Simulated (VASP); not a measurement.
# Ruthenium: input slips in a relaxation and what they do

Aim: see how common mistakes in a VASP relaxation show up, on Ruthenium. The starting structure is a measured crystal structure from the Crystallography Open Database. The first relaxation on each setting starts from this cell expanded by 3 % in volume.

Program: VASP 6.6.1. Level of theory: Kohn-Sham DFT with plane waves and PAW; PBEsol. Results are calculated unless marked as measured.

**1. Set-up**

Symmetry: P6_3/mmc, No. 194, hexagonal system. Conventional cell: a = 2.706 Å, b = 2.706 Å, c = 4.282 Å, α = 90.00°, β = 90.00°, γ = 120.00°. Nearest to Ru lie 12 Ru at 2.65 to 2.71 Å.

Structure file:

```cif
data_structure
_symmetry_space_group_name_H-M 'P6_3/mmc'
_symmetry_Int_Tables_number 194
_cell_length_a 2.7058
_cell_length_b 2.7058
_cell_length_c 4.2819
_cell_angle_alpha 90.000
_cell_angle_beta 90.000
_cell_angle_gamma 120.000
_cell_volume 27.15
loop_
_atom_site_label
_atom_site_type_symbol
_atom_site_symmetry_multiplicity
_atom_site_Wyckoff_symbol
_atom_site_fract_x
_atom_site_fract_y
_atom_site_fract_z
_atom_site_occupancy
Ru1 Ru 2 c 0.66667 0.33333 0.75000 1
```

**2. Reference relaxation**

This run starts from the cell of an earlier relaxation, which isn't shown; the restart sets up the plane waves anew.

INCAR reads:

```
SYSTEM = Ru
PREC = Accurate
ENCUT = 450
EDIFF = 1E-06
NELM = 100
ISMEAR = 1
SIGMA = 0.15
LREAL = .FALSE.
ALGO = Normal
GGA = PS
NBANDS = 20
LASPH = .TRUE.
LORBIT = 11
LWAVE = .FALSE.
LCHARG = .FALSE.
KPAR = 4
IBRION = 2
NSW = 50
ISIF = 3
EDIFFG = -0.006
```

POSCAR reads:

```
Ru
1.0
    2.6887417407      0.0000000000      0.0000000000
   -1.3443708704      2.3285186517      0.0000000000
    0.0000000000      0.0000000000      4.2527722472
Ru
2
Direct
    0.6666666667      0.3333333333      0.7500000000
    0.3333333333      0.6666666667      0.2500000000
```

KPOINTS reads:

```
Automatic mesh
0
Gamma
18 18 10
0 0 0
```

Potentials, in the order of the species: Ru_pv (PBE family, release 64).

On the command line:

```sh
$ mpirun -np 4 vasp_std
```

The program printed:

```text
[banner, memory and clock lines left out]
running    4 mpi-ranks, on    1 nodes
 distrk:  each k-point on    1 cores,    4 groups
 distr:  one band on    1 cores,    1 groups

 POSCAR found type information on POSCAR Ru
 POSCAR found :  1 types and       2 ions
|                                                                             |
|               ----> ADVICE to this user running VASP <----                  |
|                                                                             |
|     You enforced a specific xc type in the INCAR file but a different       |
|     [... a line on the potential file left out ...]
|     I HOPE YOU KNOW WHAT YOU ARE DOING!                                     |
|                                                                             |

 LDA part: xc-table for (Slater+PW92), standard interpolation
 POSCAR, INCAR and KPOINTS ok, starting setup
 FFT: planning ... GRIDC
 FFT: planning ... GRID_SOFT
 FFT: planning ... GRID
 WAVECAR not read
 entering main loop
       N       E                     dE             d eps       ncg     rms          rms(c)
DAV:   1     0.261761982818E+03    0.26176E+03   -0.16405E+04  8888   0.141E+03
DAV:   2    -0.165594943334E+02   -0.27832E+03   -0.27051E+03  9144   0.434E+02
DAV:   3    -0.218853223167E+02   -0.53258E+01   -0.52837E+01 10096   0.673E+01
DAV:   4    -0.219282711678E+02   -0.42949E-01   -0.42905E-01 11624   0.571E+00
DAV:   5    -0.219288998474E+02   -0.62868E-03   -0.62685E-03  9932   0.571E-01    0.202E+01
DAV:   6    -0.204390742387E+02    0.14898E+01   -0.34122E+00 10412   0.186E+01    0.528E+00
DAV:   7    -0.203504969295E+02    0.88577E-01   -0.61866E-01 10172   0.574E+00    0.993E-01
DAV:   8    -0.203421473771E+02    0.83496E-02   -0.23892E-02  9940   0.121E+00    0.424E-01
DAV:   9    -0.203405644130E+02    0.15830E-02   -0.25817E-03 10148   0.572E-01    0.442E-02
DAV:  10    -0.203405512149E+02    0.13198E-04   -0.17861E-04 10016   0.136E-01    0.254E-02
DAV:  11    -0.203405524444E+02   -0.12296E-05   -0.51863E-06 10296   0.217E-02    0.136E-03
DAV:  12    -0.203405525139E+02   -0.69503E-07   -0.25597E-07  6068   0.477E-03
   1 F= -.20340553E+02 E0= -.20340240E+02  d E =-.203406E+02
 curvature:   0.00 expect dE= 0.000E+00 dE for cont linesearch  0.000E+00
 trial: gam= 0.00000 g(F)=  0.449E-47 g(S)=  0.103E-04 ort = 0.000E+00 (trialstep = 0.100E+01)
 search vector abs. value=  0.103E-04
 bond charge predicted
       N       E                     dE             d eps       ncg     rms          rms(c)
DAV:   1    -0.203407210841E+02   -0.16864E-03   -0.46344E-03  9256   0.670E-01    0.109E-01
DAV:   2    -0.203405562620E+02    0.16482E-03   -0.40154E-04  9492   0.196E-01    0.235E-02
DAV:   3    -0.203405462668E+02    0.99952E-05   -0.35297E-05  9868   0.496E-02    0.111E-02
DAV:   4    -0.203405478233E+02   -0.15564E-05   -0.24889E-06  8316   0.132E-02    0.276E-03
DAV:   5    -0.203405481740E+02   -0.35077E-06   -0.40488E-07  5552   0.612E-03
   2 F= -.20340548E+02 E0= -.20340234E+02  d E =0.433990E-05
 trial-energy change:    0.000004  1 .order    0.000006   -0.000010    0.000022
 step:   0.3171(harm=  0.3171)  dis= 0.00000  next Energy=   -20.340554 (dE=-0.164E-05)
 bond charge predicted
       N       E                     dE             d eps       ncg     rms          rms(c)
DAV:   1    -0.203406355868E+02   -0.87764E-04   -0.21448E-03  9132   0.456E-01    0.740E-02
DAV:   2    -0.203405606398E+02    0.74947E-04   -0.18726E-04  9192   0.134E-01    0.160E-02
DAV:   3    -0.203405551418E+02    0.54980E-05   -0.16380E-05  9640   0.337E-02    0.761E-03
DAV:   4    -0.203405544778E+02    0.66405E-06   -0.11372E-06  5724   0.901E-03
   3 F= -.20340554E+02 E0= -.20340241E+02  d E =-.196384E-05
 curvature:  -0.16 expect dE=-0.103E-05 dE for cont linesearch -0.211E-06
 trial: gam= 0.00000 g(F)=  0.288E-46 g(S)=  0.649E-05 ort =-0.371E-05 (trialstep = 0.863E+00)
 search vector abs. value=  0.649E-05
 reached required accuracy - stopping structural energy minimisation
```

Run time: 36 s. Hardware: 4 MPI ranks of AMD EPYC 7R43, shared host; peak memory 0.62 GiB; 2.3 min of CPU time.

The logs omit lines about the potential files and the build; timing stands in the text.

OUTCAR, selected parts (step 2):

```text
ion  position               nearest neighbor table
   1  0.667  0.333  0.750-   2 2.63   2 2.63   2 2.63   2 2.63   2 2.63   2 2.63
   2  0.333  0.667  0.250-   1 2.63   1 2.63   1 2.63   1 2.63   1 2.63   1 2.63

  LATTYP: Found a hexagonal cell.
 ALAT       =     2.6887417407
 C/A-ratio  =     1.5816960710

 Subroutine GETGRP returns: Found 24 space group operations
 (whereof 12 operations were pure point group operations)

The static configuration has the point symmetry D_3d.
 The point group associated with its full space group is D_6h.

 Found    222 irreducible k-points:

   k-points           NKPTS =    222   k-points in BZ     NKDIM =    222   number of bands    NBANDS=     20

   dimension x,y,z NGX =    20 NGY =   20 NGZ =   30
   dimension x,y,z NGXF=    40 NGYF=   40 NGZF=   60

   ENCUT  =  450.0 eV  33.07 Ry    5.75 a.u.   4.65  4.65  7.36*2*pi/ulx,y,z

   NELECT =      28.0000    total number of electrons

 k-points in reciprocal lattice and weights: Automatic mesh
   0.00000000  0.00000000  0.00000000       0.000
   0.05555556  0.00000000  0.00000000       0.002
   0.11111111  0.00000000  0.00000000       0.002
   0.16666667 -0.00000000  0.00000000       0.002
   0.22222222 -0.00000000  0.00000000       0.002
   0.27777778 -0.00000000  0.00000000       0.002
   0.33333333 -0.00000000  0.00000000       0.002
   0.38888889 -0.00000000  0.00000000       0.002
   0.44444444 -0.00000000  0.00000000       0.002
[...]
0.33333333  0.27777778  0.50000000       0.004
   0.33333333  0.33333333  0.50000000       0.001

 average (electrostatic) potential at core
       1 -66.7874       2 -66.7874

 E-fermi :  13.0562

 k-point     1 :       0.0000    0.0000    0.0000
  band No.  band energies     occupation
    ...
     11      10.5705      2.00000
     12      11.0910      2.00000
     13      11.0910      2.00000
     14      11.6297      2.00000
     15      11.6297      2.00000
     16      14.2960     -0.00000
     17      14.2960     -0.00000
     18      14.3299     -0.00000
     19      23.2865      0.00000
     20      23.3279      0.00000

 k-point     2 :       0.0556    0.0000    0.0000
  band No.  band energies     occupation
    ...
     11      10.7915      2.00000
     12      11.0377      2.00000
     13      11.1794      2.00000
     14      11.5134      2.00000
     15      11.5552      2.00000
     16      13.1763      0.01945
     17      14.3433     -0.00000
     18      15.6069     -0.00000
     19      23.2845      0.00000
     20      23.3277      0.00000

 k-point     3 :       0.1111    0.0000    0.0000
  band No.  band energies     occupation
    ...
     12      11.0832      2.00000
     13      11.1348      2.00000
     14      11.3566      2.00000
     15      11.4401      2.00000
     16      12.3520      2.00000
     17      14.4634     -0.00000
     18      16.9903      0.00000
     19      23.2766      0.00000
     20      23.3277      0.00000

  Total        0.0105543      0.0105543      0.0067933     -0.0000000      0.0000000     -0.0000000
  in kB        0.6352014      0.6352014      0.4088500     -0.0000000      0.0000000     -0.0000000
  external PRESSURE =       0.5597509 kB  Pullay stress =       0.0000000 kB

  energy-cutoff  :      450.00
  volume of cell :       26.62
      direct lattice vectors                 reciprocal lattice vectors
     2.688728652  0.000000000 -0.000000000     0.371922990  0.214729839  0.000000000
    -1.344364326  2.328507316 -0.000000000    -0.000000000  0.429459677  0.000000000
     0.000000000  0.000000000  4.252099217     0.000000000  0.000000000  0.235177955

 POSITION                                       TOTAL-FORCE (eV/Angst)
 -----------------------------------------------------------------------------------
      1.34436      0.77617      3.18907        -0.000000      0.000000      0.000000
     -0.00000      1.55234      1.06302         0.000000     -0.000000      0.000000
 -----------------------------------------------------------------------------------
    total drift:                                0.000000     -0.000000      0.000000

  FREE ENERGIE OF THE ION-ELECTRON SYSTEM (eV)
  ---------------------------------------------------
  free  energy   TOTEN  =       -20.3405544778 eV

  energy  without entropy=      -20.3396154924  energy(sigma->0) =      -20.34024148

 reached required accuracy - stopping structural energy minimisation

 total charge
# of ion       s       p       d       tot
------------------------------------------
    1        0.412   6.329   5.966  12.706
    2        0.412   6.329   5.966  12.706
--------------------------------------------------
tot          0.823  12.658  11.931  25.413

[... 3 further parts left out ...]
```

CONTCAR:

```
Ru
   1.00000000000000
     2.6887286517288902    0.0000000000000003   -0.0000000000000000
    -1.3443643259144447    2.3285073163185093   -0.0000000000000000
     0.0000000000000000    0.0000000000000000    4.2520992172230789
  Ru
     2
Direct
     0.6666666667000030    0.3333333332999970    0.7500000000000000
     0.3333333332999970    0.6666666667000030    0.2500000000000000
```

The PAW data sets were made with PBE, which is usual practice but a small mismatch for other functionals. The run keeps the 24 symmetry operations of its start, so it cannot find a distortion of lower symmetry.

The reference relaxation ends at 13.311 Å³ an atom.

**3. Relaxation with only the volume free (ISIF = 7)**

A slip made on purpose: only the volume free (ISIF = 7). Against step 2 the input has ISIF = 7 (also changed: NELM).

Edit INCAR of step 2 so:

```diff
@@ -4,3 +4,3 @@
 EDIFF = 1E-06
-NELM = 100
+NELM = 60
 ISMEAR = 1
@@ -18,3 +18,3 @@
 NSW = 50
-ISIF = 3
+ISIF = 7
 EDIFFG = -0.006
```

POSCAR reads:

```
Ru
1.0
    2.7325918414      0.0000000000      0.0000000000
   -1.3662959207      2.3664939529      0.0000000000
    0.0000000000      0.0000000000      4.3242978068
Ru
2
Direct
    0.6666666667      0.3333333333      0.7500000000
    0.3333333333      0.6666666667      0.2500000000
```

KPOINTS is that of step 2.

On the command line:

```sh
$ mpirun -np 4 vasp_std
```

The program printed:

```text
[banner, memory and clock lines left out]
running    4 mpi-ranks, on    1 nodes
[...]
[... a notice as in an earlier step ...]

 LDA part: xc-table for (Slater+PW92), standard interpolation
 POSCAR, INCAR and KPOINTS ok, starting setup
[...]
entering main loop
       N       E                     dE             d eps       ncg     rms          rms(c)
DAV:   1     0.260737745881E+03    0.26074E+03   -0.16488E+04  8936   0.140E+03
DAV:   2    -0.166557501892E+02   -0.27739E+03   -0.26976E+03  9148   0.431E+02
DAV:   3    -0.218880379385E+02   -0.52323E+01   -0.51976E+01 10172   0.663E+01
DAV:   4    -0.219299873475E+02   -0.41949E-01   -0.41912E-01 11752   0.560E+00
[...]
DAV:  10    -0.202752507692E+02    0.45266E-05   -0.13037E-04  9900   0.115E-01    0.205E-02
DAV:  11    -0.202752529698E+02   -0.22006E-05   -0.53650E-06 10392   0.212E-02    0.126E-03
DAV:  12    -0.202752529154E+02    0.54402E-07   -0.54571E-08  6036   0.218E-03
   1 F= -.20275253E+02 E0= -.20274938E+02  d E =-.202753E+02
[... from here on, the cycles between the ionic steps are left out ...]
   2 F= -.19586944E+02 E0= -.19586669E+02  d E =0.688309E+00
   3 F= -.20341732E+02 E0= -.20341422E+02  d E =-.664787E-01
   4 F= -.20341987E+02 E0= -.20341677E+02  d E =-.667337E-01
   5 F= -.20341994E+02 E0= -.20341685E+02  d E =-.667414E-01
   6 F= -.20341963E+02 E0= -.20341653E+02  d E =0.313814E-04
   7 F= -.20341998E+02 E0= -.20341688E+02  d E =-.349935E-05
[...]
reached required accuracy - stopping structural energy minimisation
```

It took 80 s on 4 MPI ranks; peak memory 0.67 GiB.

OUTCAR, selected parts (step 3):

```text
  Total        0.0210285      0.0210285     -0.0374524      0.0000000      0.0000000      0.0000000
  in kB        1.2652510      1.2652510     -2.2534544      0.0000000      0.0000000      0.0000000
  external PRESSURE =       0.0923492 kB  Pullay stress =       0.0000000 kB

 POSITION                                       TOTAL-FORCE (eV/Angst)
 -----------------------------------------------------------------------------------
      1.34419      0.77607      3.19074        -0.000000     -0.000000      0.000000
     -0.00000      1.55213      1.06358         0.000000      0.000000      0.000000
 -----------------------------------------------------------------------------------
    total drift:                               -0.000000      0.000000     -0.000000

  FREE ENERGIE OF THE ION-ELECTRON SYSTEM (eV)
  ---------------------------------------------------
  free  energy   TOTEN  =       -20.3419978303 eV

  energy  without entropy=      -20.3410686937  energy(sigma->0) =      -20.34168812

[... 2 parts as in an earlier step ...]

[... 2 further parts left out ...]
[key lines of the parts left out:]
E-fermi :  13.0511
```

With only the volume free (ISIF = 7) the cell ends at 13.314 Å³ an atom, +0.03 % from the reference.

**4. Relaxation with a leftover external pressure of 100 kbar**

A slip made on purpose: a leftover external pressure of 100 kbar. Against step 2 the input has PSTRESS = 100 (also changed: NELM).

Edit INCAR of step 3 so:

```diff
@@ -18,3 +18,4 @@
 NSW = 50
-ISIF = 7
+ISIF = 3
 EDIFFG = -0.006
+PSTRESS = 100
```

POSCAR is that of step 3.

KPOINTS is that of step 3.

On the command line:

```sh
$ mpirun -np 4 vasp_std
```

The program printed:

```text
[... set-up lines as in an earlier step ...]
 entering main loop
       N       E                     dE             d eps       ncg     rms          rms(c)
[... 12 cycles as in an earlier step ...]
   1 F= -.18529892E+02 E0= -.18529578E+02  d E =-.185299E+02
[... from here on, the cycles between the ionic steps are left out ...]
   2 F= -.15934662E+02 E0= -.15934613E+02  d E =0.259523E+01
   3 F= -.18700222E+02 E0= -.18699908E+02  d E =-.170330E+00
   4 F= -.18702247E+02 E0= -.18701934E+02  d E =-.172355E+00
   5 F= -.18702477E+02 E0= -.18702164E+02  d E =-.172585E+00
   6 F= -.18702516E+02 E0= -.18702216E+02  d E =-.388012E-04
   7 F= -.18702551E+02 E0= -.18702244E+02  d E =-.736363E-04
[...]
reached required accuracy - stopping structural energy minimisation
```

Run time: 83 s. Hardware: 4 MPI ranks; peak memory 0.67 GiB.

OUTCAR, selected parts (step 4):

```text
  Total        1.6260659      1.6260659      1.6188910     -0.0000000      0.0000000     -0.0000000
  in kB      100.4972275    100.4972275    100.0537883     -0.0000000      0.0000000     -0.0000000
  external PRESSURE =       0.3494144 kB  Pullay stress =     100.0000000 kB

 POSITION                                       TOTAL-FORCE (eV/Angst)
 -----------------------------------------------------------------------------------
      1.33205      0.76906      3.16316        -0.000000      0.000000      0.000000
     -0.00000      1.53812      1.05439         0.000000     -0.000000      0.000000
 -----------------------------------------------------------------------------------
    total drift:                               -0.000000      0.000000     -0.000000

  FREE ENERGIE OF THE ION-ELECTRON SYSTEM (eV)
  ---------------------------------------------------
  free  energy   TOTEN  =       -20.3205716109 eV

  energy  without entropy=      -20.3196516742  energy(sigma->0) =      -20.32026497

[... 2 parts as in an earlier step ...]

[... 2 further parts left out ...]
[key lines of the parts left out:]
E-fermi :  13.5563
```

With a leftover external pressure of 100 kbar the cell ends at 12.962 Å³ an atom, -2.62 % from the reference.

(Part 1 of 2 ends here.)

[Lines on the potential files, build, host, timing and source positions are cut from VASP's logs without a mark.]

[Logs are printed without paths, hosts, clocks, repeated set-up lines and the standing remarks that a program may print on its own settings, such as how far it seeks lower states.]

[Hosts, paths, dates, database ids (printed as entryN), source tags and the programs' standing remarks are cut or masked in the printed files.]
